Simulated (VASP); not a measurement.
GaN (relaxed from the zinc blende structure, space group F-43m) relaxed at rising pressure, in one space group throughout; other phases were not tried. The pressures are those reached. Level of theory: PBEsol GGA, VASP's PBE PAW potentials (set 64) (plane waves; VASP).

```csv
P (GPa),V (Å³/atom),k-mesh
-0.22,11.363,10×10×10
4.87,11.076,10×10×10
10.16,10.814,10×10×10
19.81,10.407,10×10×10
29.69,10.056,11×11×11
```

A change of mesh leaves a small step in the series.

Question: Fit an equation of state and predict the volume at 45.03 GPa.

Answer: Least squares on the third-order Birch-Murnaghan form, P = (3B0/2)(y⁷ − y⁵)[1 + (3/4)(B′ − 4)(y² − 1)] with y = (V0/V)^(1/3), gives V0 = 11.349 Å³/atom, B0 = 190 GPa and B′ = 4.2, and so 9.608 Å³/atom. The run gave 9.612 Å³/atom, +0.0 % from the fit.

Pressures at which the relaxation failed are left out.

The structure was generated: GaN was put into the zinc blende type (F-43m), which need not be its known phase.
